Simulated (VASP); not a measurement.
Runs of VASP 6.6.1 on Al3GaO6. The structure is trigonal, space group R3 (No. 146). Conventional cell: a = 4.847 Å, b = 4.847 Å, c = 13.232 Å, α = 90.00°, β = 90.00°, γ = 120.00°. Ga (site symmetry 3) is surrounded by 6 O at 1.89 to 2.01 Å. Around Al (site symmetry 3) lie 6 O at 1.89 to 2.01 Å. Al (site symmetry 3) has 6 O at 1.89 to 2.01 Å as nearest neighbours. Al (site symmetry 3) is surrounded by 6 O at 1.89 to 2.01 Å. O (site symmetry 1) is surrounded by 3 Al at 1.89 to 2.01 Å and 1 Ga at 2.01 Å. O (site symmetry 1) is surrounded by 3 Al at 1.89 to 2.01 Å and 1 Ga at 1.89 Å. The cell comes from a database or a generator and needn't be the stable form of this composition.

| task | level | cell | k mesh | cutoff (eV) | mesh quality | gap on the mesh (eV) | pressure (GPa) | relaxed volume (Å³/atom) |
| --- | --- | --- | --- | --- | --- | --- | --- | --- |
| relaxation of cell and atoms | PBE | relaxed | 6 × 6 × 6 | 600 | not flagged | 4.55 | 0.0 | 9.07 |
| band structure | PBEsol | as given | 6 × 6 × 6 | 520 | not flagged | 4.92 | - | - |
| relaxation of cell and atoms | PBEsol | relaxed | 6 × 6 × 6 | 600 | not flagged | (b) | 0.0 | 8.83 |
| relaxation of cell and atoms | PBEsol | relaxed | 2 × 2 × 2 | 600 | coarse | (a) | 0.1 | 8.83 |

Alike in all rows: potentials or basis VASP PAW PBE potentials, release 64 (Ga_d, Al, O); no spin polarisation; smearing gaussian 0.02 eV.

Task: Estimate the missing entries.

Result: (a) 4.88; (b) 4.80.

Caveats: some runs use coarse meshes; the PAW data sets were made with another functional, which shifts forces and pressure a little (some runs).

A k mesh can miss the band edges, and the runs leave out spin-orbit coupling on Ga.

Not every run made on this cell is shown here.
